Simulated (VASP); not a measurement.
```
CeMg
1.0
    3.03037     0.00000     0.00000
   -1.51519     2.62438     0.00000
    0.00000     0.00000     5.91678
Ce Mg
1 1
Direct
  0.00000   0.00000   0.50000
  0.66667   0.33333   0.00000
```

All values below come from PBEsol GGA, VASP's PBE PAW potentials (set 64) (plane waves; VASP 6.6.1). Run with 400 eV cut-off, Gaussian smearing of 0.050 eV, potentials Ce Mg.

Task: Give the energies of bands 5 to 10 at the high-symmetry points, in eV from the Fermi level.

Result: 
```csv
band,Γ,M,K,A,L,H
5,-5.73,-2.08,-0.76,-4.75,-2.44,-1.14
6,-0.81,-1.71,-0.55,-2.35,-1.97,-1.11
7,-0.16,-0.90,0.21,-0.62,-0.20,0.42
8,0.21,-0.40,0.22,-0.16,0.20,0.43
9,0.46,0.23,0.34,0.25,0.28,0.45
10,0.68,0.59,0.48,0.68,0.60,0.61
```

It has no gap at this level: it comes out as a metal or semimetal.

The structure comes from a computed database's CeMg entry (P-6m2); how it stands against other phases isn't given here. It was relaxed first. The run is not spin-polarised, so no magnetic state was tried.
